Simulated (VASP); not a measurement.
Given:

```xyz
2
Lattice="0.0000 2.3569 2.3569 2.3569 0.0000 2.3569 2.3569 2.3569 0.0000" Properties=species:S:1:pos:R:3 pbc="T T T"
Cd     0.0000     0.0000     0.0000
O      2.3569     2.3569     2.3569
```

Computed with AM05 GGA, VASP's PBE PAW potentials (set 64) (plane waves; VASP). Run with 520 eV cut-off, Gaussian smearing of 0.050 eV, potentials Cd O.

Give the energies of bands 2 to 10 at the high-symmetry points, in eV from the Fermi level.

| band | Γ | X | U | L | W |
|---|---|---|---|---|---|
| 2 | -6.64 | -7.10 | -7.08 | -7.60 | -6.84 |
| 3 | -6.64 | -6.08 | -6.63 | -7.23 | -6.78 |
| 4 | -6.64 | -5.96 | -6.47 | -7.23 | -6.78 |
| 5 | -6.35 | -5.96 | -6.05 | -6.10 | -5.96 |
| 6 | -6.35 | -5.64 | -5.93 | -6.10 | -5.75 |
| 7 | -1.29 | -4.30 | -3.37 | -3.79 | -2.96 |
| 8 | -1.29 | -2.27 | -2.85 | 0.02 | -2.96 |
| 9 | -1.29 | -2.27 | -1.23 | 0.02 | -1.85 |
| 10 | -0.47 | 3.78 | 5.33 | 4.37 | 5.90 |

It has no gap at this level: it comes out as a metal or semimetal.

The compound is CdO in the rock salt structure. It was relaxed first.
